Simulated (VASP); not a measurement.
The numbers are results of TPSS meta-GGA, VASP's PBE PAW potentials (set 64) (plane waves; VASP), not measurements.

VASP ran on this input.

**POSCAR**
```
CuZn
1
    2.9181753509    -0.0000000000    -0.0000000000
   -0.0000000000     2.9181753509    -0.0000000000
   -0.0000000000    -0.0000000000     2.9181753509
Zn Cu
1 1
Direct
  0.5000000000   0.5000000000   0.5000000000
  0.0000000000   0.0000000000   0.0000000000
```

### KPOINTS_OPT
```
k-points along high-symmetry lines
10
Line-mode
Reciprocal
  0.000000   0.000000   0.000000 ! GAMMA
  0.000000   0.500000   0.000000 ! X

  0.000000   0.500000   0.000000 ! X
  0.500000   0.500000   0.000000 ! M

  0.500000   0.500000   0.000000 ! M
  0.000000   0.000000   0.000000 ! GAMMA

  0.000000   0.000000   0.000000 ! GAMMA
  0.500000   0.500000   0.500000 ! R

  0.500000   0.500000   0.500000 ! R
  0.000000   0.500000   0.000000 ! X

  0.500000   0.500000   0.500000 ! R
  0.500000   0.500000   0.000000 ! M
```

### INCAR
```
# general
SYSTEM  = CuZn
PREC    = Accurate
ENCUT   = 520
LREAL   = .FALSE.
LASPH   = .TRUE.

# electronic loop
EDIFF   = 1E-7
NELM    = 100
ALGO    = Normal
LMAXMIX = 4
LMIXTAU = .TRUE.

# smearing
ISMEAR  = -5

# functional
METAGGA = TPSS

# ions
ISIF    = 2

# output
LWAVE   = .FALSE.
LCHARG  = .FALSE.
LORBIT  = 11
NEDOS   = 601
```

File KPOINTS:
```
K-points
0
gamma
14 14 14
0 0 0
```

POTCAR, in this order: Zn Cu (PBE.64 set). Program: vasp_std.

Output

File OSZICAR:
```
       N       E                     dE             d eps       ncg     rms          rms(c)
DAV:   1     0.142280891774E+03    0.14228E+03   -0.16649E+04  3720   0.386E+03
DAV:   2     0.707060386684E+01   -0.13521E+03   -0.13252E+03  3628   0.476E+02
DAV:   3    -0.662984587064E+01   -0.13700E+02   -0.13652E+02  4545   0.188E+02
DAV:   4    -0.686081274944E+01   -0.23097E+00   -0.23088E+00  4678   0.293E+01
DAV:   5    -0.686335099155E+01   -0.25382E-02   -0.25381E-02  4811   0.277E+00    0.485E+00
DAV:   6    -0.220143293539E+02   -0.15151E+02   -0.45033E+01  4435   0.789E+01    0.992E+00
DAV:   7    -0.224792448138E+02   -0.46492E+00   -0.69878E-01  4254   0.117E+01    0.105E+01
DAV:   8    -0.220444001027E+02    0.43484E+00   -0.26846E-01  4384   0.128E+01    0.996E+00
DAV:   9    -0.218726661538E+02    0.17173E+00   -0.30890E-01  4821   0.128E+01    0.846E+00
DAV:  10    -0.208159279352E+02    0.10567E+01   -0.18616E+00  4798   0.322E+01    0.617E+00
DAV:  11    -0.208626653305E+02   -0.46737E-01   -0.20005E-01  4581   0.798E+00    0.523E+00
DAV:  12    -0.209879001284E+02   -0.12523E+00   -0.23400E-01  4937   0.120E+01    0.217E+00
DAV:  13    -0.209831653840E+02    0.47347E-02   -0.25284E-02  5844   0.383E+00    0.865E-01
DAV:  14    -0.209781466052E+02    0.50188E-02   -0.19603E-02  4396   0.396E+00    0.162E-01
DAV:  15    -0.209798788191E+02   -0.17322E-02   -0.33874E-03  4668   0.131E+00    0.132E-01
DAV:  16    -0.209802720470E+02   -0.39323E-03   -0.14107E-04  3824   0.180E-01    0.118E-01
DAV:  17    -0.209801041002E+02    0.16795E-03   -0.20191E-04  5228   0.315E-01    0.677E-02
DAV:  18    -0.209800922570E+02    0.11843E-04   -0.15293E-04  4115   0.340E-01    0.179E-02
DAV:  19    -0.209800940257E+02   -0.17687E-05   -0.14853E-05  5827   0.615E-02    0.102E-02
DAV:  20    -0.209800952044E+02   -0.11786E-05   -0.52484E-07  4531   0.196E-02    0.992E-03
DAV:  21    -0.209800947789E+02    0.42544E-06   -0.11792E-06  5356   0.322E-02    0.173E-03
DAV:  22    -0.209800943551E+02    0.42383E-06   -0.15748E-07  2735   0.710E-03    0.396E-04
DAV:  23    -0.209800944219E+02   -0.66861E-07   -0.23354E-08  1877   0.315E-03
   1 F= -.20980094E+02 E0= -.20980094E+02  d E =0.000000E+00
       N       E                     dE             ncg
```

### OUTCAR
```
------------------------ aborting loop because EDIFF is reached ----------------------------------------
  FORCE on cell =-STRESS in cart. coord.  units (eV):
  Direction    XX          YY          ZZ          XY          YZ          ZX
  --------------------------------------------------------------------------------------
  Total        0.0093640      0.0093640      0.0093640      0.0000000      0.0000000      0.0000000
  in kB        0.6037230      0.6037230      0.6037230      0.0000000      0.0000000      0.0000000
  external PRESSURE =       0.6037230 kB  Pullay stress =       0.0000000 kB
  volume of cell :       24.85
      direct lattice vectors                 reciprocal lattice vectors
     2.918175351  0.000000000  0.000000000     0.342679887  0.000000000  0.000000000
     0.000000000  2.918175351  0.000000000     0.000000000  0.342679887  0.000000000
     0.000000000  0.000000000  2.918175351     0.000000000  0.000000000  0.342679887
 POSITION                                       TOTAL-FORCE (eV/Angst)
 -----------------------------------------------------------------------------------
      1.45909      1.45909      1.45909         0.000000      0.000000      0.000000
      0.00000      0.00000      0.00000         0.000000      0.000000      0.000000
 -----------------------------------------------------------------------------------
    total drift:                                0.000000      0.000000     -0.000000
  FREE ENERGIE OF THE ION-ELECTRON SYSTEM (eV)
  ---------------------------------------------------
  free  energy   TOTEN  =       -20.9800944219 eV

  energy  without entropy=      -20.9800944219  energy(sigma->0) =      -20.98009442

 total charge

# of ion       s       p       d       tot
------------------------------------------
    1        0.581   0.550   9.772  10.903
    2        0.417   0.402   9.192  10.012
--------------------------------------------------
tot          0.998   0.953  18.965  20.915
```
(Selected blocks of OUTCAR.)

For a metal the tetrahedron method with Blöchl corrections gives inexact stress and forces.

The compound is CuZn in the CsCl type structure. It was relaxed first. The electron count is odd and the run is not spin-polarised, which forces a metal.
